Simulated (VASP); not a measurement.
Computed with RPBE GGA, VASP's PBE PAW potentials (set 64) (plane waves; VASP).

The input files of a VASP run:

### KPOINTS
```
k-points along high-symmetry lines
10
Line-mode
Reciprocal
  0.000000   0.000000   0.000000 ! GAMMA
  0.000000   0.500000   0.000000 ! X

  0.000000   0.500000   0.000000 ! X
  0.500000   0.500000   0.000000 ! M

  0.500000   0.500000   0.000000 ! M
  0.000000   0.000000   0.000000 ! GAMMA

  0.000000   0.000000   0.000000 ! GAMMA
  0.000000   0.000000   0.500000 ! Z

  0.000000   0.000000   0.500000 ! Z
  0.000000   0.500000   0.500000 ! R

  0.000000   0.500000   0.500000 ! R
  0.500000   0.500000   0.500000 ! A

  0.500000   0.500000   0.500000 ! A
  0.000000   0.000000   0.500000 ! Z

  0.000000   0.500000   0.000000 ! X
  0.000000   0.500000   0.500000 ! R

  0.500000   0.500000   0.000000 ! M
  0.500000   0.500000   0.500000 ! A
```

### INCAR
```
LMAXMIX  =  4
SYSTEM  =  ZnF2
ENCUT  =  520   ! plane-wave cut-off (eV)
LWAVE  =  .False.
ALGO  =  Normal   ! blocked Davidson
ICHARG  =  11   ! fixed density
EDIFF  =  1E-7   ! SCF stop (eV)
PREC  =  Accurate
GGA  =  RP
LREAL  =  .False.
SIGMA  =  0.05
ISMEAR  =  0   ! Gaussian
LORBIT  =  11
NELM  =  100   ! most electronic steps
LASPH  =  .True.
LCHARG  =  .False.
```

**POSCAR**
```
ZnF2
1.0
  4.8918818575   0.0000000000   0.0000000000
  0.0000000000   4.8918818575   0.0000000000
  0.0000000000   0.0000000000   3.2235330199
Zn F
2 4
Direct
  0.0000000000   0.0000000000   0.0000000000
  0.5000000000   0.5000000000   0.5000000000
  0.3050597937   0.3050597937   0.0000000000
  0.8050597937   0.1949402063   0.5000000000
  0.1949402063   0.8050597937   0.5000000000
  0.6949402063   0.6949402063   0.0000000000
```

POTCAR, in this order: Zn F (PBE.64 set). Program: vasp_std. Read from the step before: CHGCAR.

**Question.** What will the output report for the number of irreducible k-points (NKPTS), largest plane-wave count, number of space-group operations, FFT grid (NGX, NGY, NGZ)?

**Answer.** 
```yaml
number of irreducible k-points (NKPTS): 90
largest_plane_wave_count: 2116
number_of_space_group_operations: 16
FFT grid (NGX, NGY, NGZ): 36 × 36 × 24
```

The compound is ZnF2 in the rutile structure. It was relaxed first, which changed the volume by +12 %.
